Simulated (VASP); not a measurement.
BAs: single point with LDA

The system is BAs.

```
B As
1.0
     0.00000    2.37046    2.37046
     2.37046    0.00000    2.37046
     2.37046    2.37046    0.00000
B As
1 1
Direct
  0.00000 0.00000 0.00000
  0.25000 0.25000 0.25000
```

```yaml
Program: VASP 6.6.1
Task: single point
Functional: LDA
Potentials_or_basis: VASP PAW LDA potentials, release 64 (B, As)
Cutoff: 350 eV
k_mesh: 6 × 6 × 6
Occupations: gaussian, width 0.02 eV
Spin: no spin polarisation
```

```json
{
  "Band gap on the k mesh": "1.20 eV, indirect (least direct gap 3.28 eV)"
}
```

Levels at points of the mesh, in eV from the valence-band top:
```
           k point  band 1  band 2  band 3  band 4  band 5  band 6  band 7  band 8  band 9
(0.00, 0.00, 0.00)  -15.59    0.00    0.00    0.00    3.28    3.28    3.28    4.98    9.47
(0.50, 0.00, 0.00)  -12.65   -8.93   -1.86   -1.86    2.83    4.77    4.77    8.73   12.64
(0.50, 0.50, 0.00)  -11.33   -8.56   -4.17   -4.17    1.32    1.38   11.45   11.45   12.85
```

Run time: 2.7 s on 1 thread of Intel(R) Xeon(R) Platinum 8488C (Sapphire Rapids), on a shared host, peak memory 0.11 GiB.

 A k mesh can miss the band edges.
